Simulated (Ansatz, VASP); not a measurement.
# SrLi3Cl3O: VASP beside Ansatz, part 2 of 2

Wanted: the spread between two codes on one cell, functional and k mesh. The cell is generated by rule, not measured, and may not be a known phase. The cell is taken from a series of runs on this material, whose earlier steps may have relaxed, scaled, displaced or heated it; both programs get it as it stands.

VASP 6.6.1 and Ansatz 0.2.0.

So far: The starting structure; Ansatz: relaxation of cell and atoms, PBEsol.

## 3. VASP: relaxation of cell and atoms, PBEsol

Level of this step: PBEsol; plane waves and PAW (Cl, Li_sv, O, Sr_sv); invented cell (VASP).

The same cell, functional and mesh now go to VASP, with its own data sets.

Lines of VASP's logs that name or quote its potential files are left out, and so is its time.

Input file INCAR:

```
SYSTEM = SrLi3Cl3O
PREC = Accurate
ENCUT = 750
EDIFF = 1E-07
NELM = 120
ISMEAR = 0
SIGMA = 0.01
LREAL = .FALSE.
ALGO = Normal
GGA = PS
NBANDS = 31
LORBIT = 11
LWAVE = .FALSE.
LCHARG = .FALSE.
ISIF = 3
IBRION = 2
NSW = 80
EDIFFG = -0.005
LASPH = .TRUE.
GGA_COMPAT = .FALSE.
NELMIN = 4
EFERMI = MIDGAP
KPAR = 2
```

Input file POSCAR:

```
SrLi3Cl3O
1.0
    3.4799030000      0.0000000000      0.0000000000
    0.0000000000      3.4799030000      0.0000000000
    0.0000000000      0.0000000000     11.6450140000
Cl Li O Sr
3 3 1 1
Direct
    0.0000000000      0.0000000000      0.2634178885
    0.5000001437      0.5000001437      0.5076060879
    0.0000000000      0.0000000000      0.7525565877
    0.5000001437      0.5000001437      0.2019880783
    0.0000000000      0.0000000000      0.4683361480
    0.5000001437      0.5000001437      0.7093869531
    0.5000001437      0.5000001437      0.0407792554
    0.0000000000      0.0000000000      0.0100289274
```

Input file KPOINTS:

```
Automatic mesh
0
Gamma
6 6 2
0 0 0
```

PAW data sets: Cl, Li_sv, O and Sr_sv (PBE family, release 64).

On the command line:

```sh
> mpirun -np 2 vasp_std
```

Numbers of over 12 decimals in the logs are rounded to 6 here.

What it wrote:

```text
[banner, memory and clock lines left out]
running    2 mpi-ranks, on    1 nodes
 distrk:  each k-point on    1 cores,    2 groups
 distr:  one band on    1 cores,    1 groups

 POSCAR found type information on POSCAR ClLiO Sr
 POSCAR found :  4 types and       8 ions
|                                                                             |
|               ----> ADVICE to this user running VASP <----                  |
|                                                                             |
|     You enforced a specific xc type in the INCAR file but a different       |
|     [... a line on the potential file left out ...]
|     I HOPE YOU KNOW WHAT YOU ARE DOING!                                     |
|                                                                             |

 LDA part: xc-table for (Slater+PW92), standard interpolation
 POSCAR, INCAR and KPOINTS ok, starting setup
 FFT: planning ... GRIDC
 FFT: planning ... GRID_SOFT
 FFT: planning ... GRID
 WAVECAR not read
 entering main loop
       N       E                     dE             d eps       ncg     rms          rms(c)
DAV:   1     0.399471478920E+03    0.39947E+03   -0.26041E+04  1240   0.190E+03
DAV:   2     0.148874558861E+01   -0.39798E+03   -0.37853E+03  1562   0.390E+02
DAV:   3    -0.354639840261E+02   -0.36953E+02   -0.36750E+02  1780   0.104E+02
DAV:   4    -0.385765711020E+02   -0.31126E+01   -0.30996E+01  2264   0.263E+01
DAV:   5    -0.387946133024E+02   -0.21804E+00   -0.21802E+00  1772   0.474E+00    0.197E+01
DAV:   6    -0.356471175320E+02    0.31475E+01   -0.12966E+01  1527   0.145E+01    0.206E+01
DAV:   7    -0.355647206360E+02    0.82397E-01   -0.10458E+00  1712   0.428E+00    0.142E+01
DAV:   8    -0.353902074497E+02    0.17451E+00   -0.74639E-01  1592   0.469E+00    0.206E+00
DAV:   9    -0.353408458486E+02    0.49362E-01   -0.20263E-01  1761   0.238E+00    0.780E-01
DAV:  10    -0.353384676033E+02    0.23782E-02   -0.25241E-02  1753   0.998E-01    0.351E-01
DAV:  11    -0.353343359432E+02    0.41317E-02   -0.85070E-03  1936   0.620E-01    0.120E-01
DAV:  12    -0.353332998589E+02    0.10361E-02   -0.46129E-03  1826   0.386E-01    0.103E-01
DAV:  13    -0.353330858075E+02    0.21405E-03   -0.11193E-03  1953   0.213E-01    0.596E-02
DAV:  14    -0.353330671099E+02    0.18698E-04   -0.32298E-04  1770   0.940E-02    0.366E-02
DAV:  15    -0.353330572943E+02    0.98156E-05   -0.47935E-05  2033   0.415E-02    0.133E-02
DAV:  16    -0.353330535625E+02    0.37319E-05   -0.26523E-05  1677   0.286E-02    0.505E-03
DAV:  17    -0.353330539565E+02   -0.39401E-06   -0.67327E-06  1753   0.133E-02    0.593E-03
DAV:  18    -0.353330541397E+02   -0.18322E-06   -0.54969E-07  1588   0.381E-03    0.314E-03
DAV:  19    -0.353330541376E+02    0.21018E-08   -0.68300E-08  1136   0.139E-03
   1 F= -.35333054E+02 E0= -.35333054E+02  d E =-.353331E+02
[... from here on, the cycles between the ionic steps are left out ...]
   2 F= -.35333303E+02 E0= -.35333303E+02  d E =-.248511E-03
   3 F= -.35333320E+02 E0= -.35333320E+02  d E =-.265917E-03
   4 F= -.35333340E+02 E0= -.35333340E+02  d E =-.198262E-04
   5 F= -.35333376E+02 E0= -.35333376E+02  d E =-.561735E-04
   6 F= -.35333345E+02 E0= -.35333345E+02  d E =-.250630E-04
   7 F= -.35333381E+02 E0= -.35333381E+02  d E =-.613893E-04
   8 F= -.35333398E+02 E0= -.35333398E+02  d E =-.167796E-04
   9 F= -.35333407E+02 E0= -.35333407E+02  d E =-.254343E-04
  10 F= -.35333410E+02 E0= -.35333410E+02  d E =-.281851E-04
  11 F= -.35333422E+02 E0= -.35333422E+02  d E =-.119980E-04
 trial-energy change:   -0.000012  1 .order   -0.000012   -0.000015   -0.000009
 step:   3.2835(harm=  3.2835)  dis= 0.00226  next Energy=   -35.333427 (dE=-0.178E-04)
 bond charge predicted
       N       E                     dE             d eps       ncg     rms          rms(c)
DAV:   1    -0.353333957180E+02    0.25962E-04   -0.14115E-02  1240   0.648E-01    0.315E-02
DAV:   2    -0.353334290599E+02   -0.33342E-04   -0.39297E-04  1436   0.108E-01    0.164E-02
DAV:   3    -0.353334285251E+02    0.53476E-06   -0.15357E-05  1962   0.188E-02    0.106E-02
DAV:   4    -0.353334274431E+02    0.10820E-05   -0.29022E-06  1579   0.960E-03    0.395E-03
DAV:   5    -0.353334273644E+02    0.78663E-07   -0.55791E-07  1650   0.387E-03
  12 F= -.35333427E+02 E0= -.35333427E+02  d E =-.177353E-04
 curvature:  -4.74 expect dE=-0.136E-04 dE for cont linesearch -0.128E-08
 trial: gam= 0.22231 g(F)=  0.250E-05 g(S)=  0.365E-06 ort =-0.921E-07 (trialstep = 0.178E+01)
 search vector abs. value=  0.437E-05
 reached required accuracy - stopping structural energy minimisation
```

OUTCAR, selected parts (step 3):

```text
ion  position               nearest neighbor table
   1  0.000  0.000  0.263-   5 2.39   4 2.56   4 2.56   4 2.56   4 2.56   8 2.95
   2  0.500  0.500  0.508-   6 2.35   5 2.50   5 2.50   5 2.50   5 2.50
   3  0.000  0.000  0.753-   6 2.51   6 2.51   6 2.51   6 2.51   8 3.00
   4  0.500  0.500  0.202-   7 1.88   1 2.56   1 2.56   1 2.56   1 2.56   8 3.32   8 3.32   8 3.32
                             8 3.32
   5  0.000  0.000  0.468-   1 2.39   2 2.50   2 2.50   2 2.50   2 2.50
   6  0.500  0.500  0.709-   2 2.35   3 2.51   3 2.51   3 2.51   3 2.51
   7  0.500  0.500  0.041-   4 1.88   8 2.49   8 2.49   8 2.49   8 2.49
   8  0.000  0.000  0.010-   7 2.49   7 2.49   7 2.49   7 2.49   1 2.95   3 3.00   4 3.32   4 3.32
                             4 3.32   4 3.32

  LATTYP: Found a simple tetragonal cell.
 ALAT       =     3.4799030000
 C/A-ratio  =     3.3463616658

 Subroutine GETGRP returns: Found  8 space group operations
 (whereof  8 operations were pure point group operations)

The static configuration has the point symmetry C_4v.

 Found     20 irreducible k-points:

   k-points           NKPTS =     20   k-points in BZ     NKDIM =     20   number of bands    NBANDS=     31

   dimension x,y,z NGX =    32 NGY =   32 NGZ =  108
   dimension x,y,z NGXF=    64 NGYF=   64 NGZF=  216

   ENCUT  =  750.0 eV  55.12 Ry    7.42 a.u.   7.77  7.77 26.00*2*pi/ulx,y,z

   NELECT =      46.0000    total number of electrons

 k-points in reciprocal lattice and weights: Automatic mesh
   0.00000000  0.00000000  0.00000000       0.014
   0.16666667  0.00000000  0.00000000       0.056
   0.33333333  0.00000000  0.00000000       0.056
   0.50000000  0.00000000  0.00000000       0.028
   0.16666667  0.16666667  0.00000000       0.056
   0.33333333  0.16666667  0.00000000       0.111
   0.50000000  0.16666667  0.00000000       0.056
   0.33333333  0.33333333  0.00000000       0.056
   0.50000000  0.33333333  0.00000000       0.056
[...]
0.50000000  0.33333333  0.50000000       0.056
   0.50000000  0.50000000  0.50000000       0.014

 average (electrostatic) potential at core
       1 -93.1093       2 -93.2531       3 -93.5519       4 -60.9485       5 -62.0019
       6 -62.2473       7 -70.3043       8 -36.2343

 E-fermi :   3.7551

 k-point     1 :       0.0000    0.0000    0.0000
  band No.  band energies     occupation
    ...
     19      -0.0422      2.00000
     20      -0.0422      2.00000
     21       1.0447      2.00000
     22       1.9637      2.00000
     23       1.9637      2.00000
     24       5.5464      0.00000
     25       6.1169      0.00000
     26       7.1250      0.00000
     27       7.6133      0.00000
     28       8.4177      0.00000
    ...

 k-point     2 :       0.1667    0.0000    0.0000
  band No.  band energies     occupation
    ...
     19      -0.3135      2.00000
     20       0.0205      2.00000
     21       0.9339      2.00000
     22       1.5070      2.00000
     23       1.6589      2.00000
     24       6.0730      0.00000
     25       6.8325      0.00000
     26       7.3219      0.00000
     27       7.9188      0.00000
     28       8.5974      0.00000
    ...

 k-point     3 :       0.3333    0.0000    0.0000
  band No.  band energies     occupation
    ...
     19      -0.1235      2.00000
     20       0.1441      2.00000
     21       0.4696      2.00000
     22       1.0321      2.00000
     23       1.0998      2.00000
     24       6.6325      0.00000
     25       7.2229      0.00000
     26       7.6367      0.00000
     27       8.0226      0.00000
     28       8.5668      0.00000
    ...

  Total       -0.0017338     -0.0017338     -0.0073884      0.0000000     -0.0000000      0.0000000
  in kB       -0.0196701     -0.0196701     -0.0838196      0.0000000     -0.0000000      0.0000000
  external PRESSURE =      -0.0410532 kB  Pullay stress =       0.0000000 kB

  energy-cutoff  :      750.00
  volume of cell :      141.23
      direct lattice vectors                 reciprocal lattice vectors
     3.484715065  0.000000000  0.000000000     0.286967508  0.000000000  0.000000000
     0.000000000  3.484715065 -0.000000000     0.000000000  0.286967508 -0.000000000
     0.000000000  0.000000000 11.629974687     0.000000000  0.000000000  0.085984710

 POSITION                                       TOTAL-FORCE (eV/Angst)
 -----------------------------------------------------------------------------------
      0.00000      0.00000      3.06684         0.000000     -0.000000      0.000112
      1.74236      1.74236      5.90062         0.000000      0.000000     -0.000391
      0.00000      0.00000      8.74285         0.000000     -0.000000      0.003885
      1.74236      1.74236      2.35669         0.000000     -0.000000     -0.000363
      0.00000      0.00000      5.45130         0.000000     -0.000000      0.003892
      1.74236      1.74236      8.25014         0.000000     -0.000000     -0.003734
      1.74236      1.74236      0.47407         0.000000     -0.000000     -0.000812
      0.00000      0.00000      0.11360         0.000000     -0.000000     -0.002588
 -----------------------------------------------------------------------------------
    total drift:                               -0.001472     -0.001472      0.000054

  FREE ENERGIE OF THE ION-ELECTRON SYSTEM (eV)
  ---------------------------------------------------
  free  energy   TOTEN  =       -35.3334273644 eV

  energy  without entropy=      -35.3334273644  energy(sigma->0) =      -35.33342736

 reached required accuracy - stopping structural energy minimisation

 total charge
# of ion       s       p       d       tot
------------------------------------------
    1        1.580   3.567   0.000   5.147
    2        1.579   3.568   0.000   5.147
    3        1.580   3.559   0.000   5.139
    4        2.018   0.057   0.000   2.075
    5        2.010   0.042   0.000   2.051
    6        2.011   0.043   0.000   2.054
    7        1.544   3.423   0.000   4.967
    8        2.013   5.778   0.264   8.055
--------------------------------------------------
tot         14.334  20.038   0.264  34.635

[... 3 further parts left out ...]
```

CONTCAR:

```
SrLi3Cl3O
   1.00000000000000
     3.4847150653632464    0.0000000000000000    0.0000000000000000
     0.0000000000000000    3.4847150653632464   -0.0000000000000000
     0.0000000000000000    0.0000000000000000   11.6299746865606064
  Cl              Li              O               Sr
     3     3     1     1
Direct
     0.0000000000000000    0.0000000000000000    0.2637015005420921
     0.5000001436999995    0.5000001436999995    0.5073631338430435
     0.0000000000000000    0.0000000000000000    0.7517511310778600
     0.5000001436999995    0.5000001436999995    0.2026395066512076
     0.0000000000000000    0.0000000000000000    0.4687286242341317
     0.5000001436999995    0.5000001436999995    0.7093858831531591
     0.5000001436999995    0.5000001436999995    0.0407627008535394
     0.0000000000000000    0.0000000000000000    0.0097674459449623
```

## 4. Side by side

Known differences besides the potentials themselves: fixed occupations in Ansatz, narrow Gaussian smearing in VASP; the cutoff is 420 eV in Ansatz and 750 eV in VASP; Ansatz makes its cores anew for this functional, VASP keeps those of its PBE data sets; Ansatz adds a Pulay correction to the stress that steers its cell, VASP none. Total energies have different zeros and are not compared.

Both answers:

```csv
quantity,Ansatz,VASP,difference
volume (Å³),141.03,141.23,-0.14 %
"edge a after relaxation, in the typed setting (Å)",3.480,3.485,-0.14 %
"edge c after relaxation, in the typed setting (Å)",11.646,11.630,+0.14 %
```

## 5. Results

```
difference in edge c after relaxation, in the typed setting (relaxation of cell and atoms, PBEsol) : 0.14 %
```

**Reading.** The difference in edge c after relaxation, in the typed setting is 0.14 % (relaxation of cell and atoms, PBEsol), within the 1.2 % picked in this series as the mark of a large difference, as far as the stopping tolerances let one tell. Such differences can come from data sets, numerical settings and the points named under the comparisons, not from the functional's error against experiment.

[Lines on the potential files, build, host, timing and source positions are cut from VASP's logs without a mark.]

[Logs are printed without paths, hosts, clocks, repeated set-up lines and the standing remarks that a program may print on its own settings, such as how far it seeks lower states.]

[Hosts, paths, dates, database ids (printed as entryN), source tags and the programs' standing remarks are cut or masked in the printed files.]
